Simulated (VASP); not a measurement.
Input of a VASP 6.6.1 run:

File INCAR:

```
SYSTEM = CuRe3
PREC = Accurate ; ENCUT = 520
EDIFF = 1E-6 ; ISMEAR = 0
SIGMA = 0.1 ; LREAL = .FALSE.
LASPH = .TRUE. ; NELM = 100
ALGO = Fast ; ISIF = 2
LWAVE = .FALSE. ; LCHARG = .TRUE.
GGA = PE ; LELF = .TRUE.
LVHAR = .TRUE. ; NBANDS = 24
```

The input KPOINTS:

```
Automatic mesh
0
G
  12 12 12
  0 0 0
```

Contents of POSCAR:

```
CuRe3
1.0
    3.8430694376      0.0000000000      0.0000000000
    0.0000000000      3.8430694376      0.0000000000
    0.0000000000      0.0000000000      3.8430694376
Cu Re
1 3
Direct
    0.0000000000      0.0000000000      0.0000000000
    0.0000000000      0.5000000000      0.5000000000
    0.5000000000      0.0000000000      0.5000000000
    0.5000000000      0.5000000000      0.0000000000
```

Potentials or basis: VASP PAW PBE potentials, release 64 (Cu, Re).

Run with:

```bash
$ cat potpaw_PBE.64/Cu/POTCAR potpaw_PBE.64/Re/POTCAR > POTCAR
$ mpirun -np 1 vasp_std > vasp.out
```

**Question.** Estimate the band gap on the k mesh.

**Answer.** None (metal or under the smearing width).

**Question.** Estimate the pressure.

**Answer.** 0.0 GPa.

The run has no spin-orbit coupling, so splittings on Re are missing.
